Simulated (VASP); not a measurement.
Input:

```
CELL_PARAMETERS angstrom
      0.00000     2.67500     2.67500
      2.67500     0.00000     2.67500
      2.67500     2.67500     0.00000
ATOMIC_POSITIONS crystal
  K  0.00000 0.00000 0.00000
  F  0.50000 0.50000 0.50000
```

These are vdW-DF-cx, VASP's PBE PAW potentials (set 64) (plane waves; VASP 6.6.1) values and carry that method's errors. Run with 520 eV cut-off, Gaussian smearing of 0.050 eV, potentials K_sv F.

### Question
Predict the band gap (along the path) with the smallest direct gap where there is one.

### Answer

```yaml
band gap (along the path): 6.37 eV
smallest direct gap (along the path): 6.37 eV
```

Total energies compare only between runs with the same potentials, cut-off and functional.

The compound is KF in the rock salt structure. The cell was not relaxed at this level.
